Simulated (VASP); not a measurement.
A VASP calculation is set up with these files.

**POSCAR**
```
CuP
1
    1.9039440000    -5.0312400000     0.0000000000
    1.9039440000     5.0312400000     0.0000000000
    0.0000000000     0.0000000000     3.7521410000
P Cu
2 2
Direct
  0.5640000000   0.4360000000   0.2500000000
  0.4360000000   0.5640000000   0.7500000000
  0.8547500000   0.1452500000   0.2500000000
  0.1452500000   0.8547500000   0.7500000000
```

File KPOINTS:
```
kpoints
0
gamma
 9 9 8
```

**INCAR**
```
! general
SYSTEM  = CuP
PREC    = Accurate
ENCUT   = 400   ! plane-wave cut-off (eV)
LREAL   = .FALSE.
LASPH   = .TRUE.

! electronic loop
EDIFF   = 1E-6
NELM    = 100   ! most electronic steps
ALGO    = Normal
LMAXMIX = 4   ! l cut-off of mixed one-centre charges

! smearing
ISMEAR  = 0
SIGMA   = 0.05   ! width (eV)

! functional
GGA     = PE

! ions
ISIF    = 2   ! forces and stress, cell fixed

! output
LWAVE   = .FALSE.
LCHARG  = .FALSE.
```

POTCAR, in this order: P Cu (PBE.64 set). Program: vasp_std.

Q: Translate this PBE calculation to Quantum ESPRESSO's pw.x.

A: One equivalent input (not run):
```
&CONTROL
  calculation = 'scf'
  pseudo_dir = './pseudo'
  outdir = './out'
  tprnfor = .true.
  tstress = .true.
/
&SYSTEM
  ibrav = 0
  nat = 4
  ntyp = 2
  ecutwfc = 92
  occupations = 'smearing'
  smearing = 'gaussian'
  degauss = 0.003675
  input_dft = 'pbe'
/
&ELECTRONS
  conv_thr = 7.3e-08
  electron_maxstep = 100
/
ATOMIC_SPECIES
  P 30.974 P.upf
  Cu 63.546 Cu.upf
CELL_PARAMETERS angstrom
     1.9039440   -5.0312400    0.0000000
     1.9039440    5.0312400    0.0000000
     0.0000000    0.0000000    3.7521410
ATOMIC_POSITIONS crystal
  P    0.5640000  0.4360000  0.2500000
  P    0.4360000  0.5640000  0.7500000
  Cu   0.8547500  0.1452500  0.2500000
  Cu   0.1452500  0.8547500  0.7500000
K_POINTS automatic
  9 9 8 0 0 0
```
Limits of the translation: the potentials are each code's own (VASP's PAW set, PseudoDojo norm-conserving files in pw.x), so ENCUT and ecutwfc are chosen apart and not converted; conv_thr bounds pw.x's estimated SCF error, while EDIFF bounds the energy change between steps.

The structure was generated: CuP was put into the CrB type (Cmcm), which need not be its known phase. The cell was not relaxed at this level. The run is one of a series of settings (KPOINTS 9×9×8 Γ-centred mesh against the base run), some of them coarse on purpose.
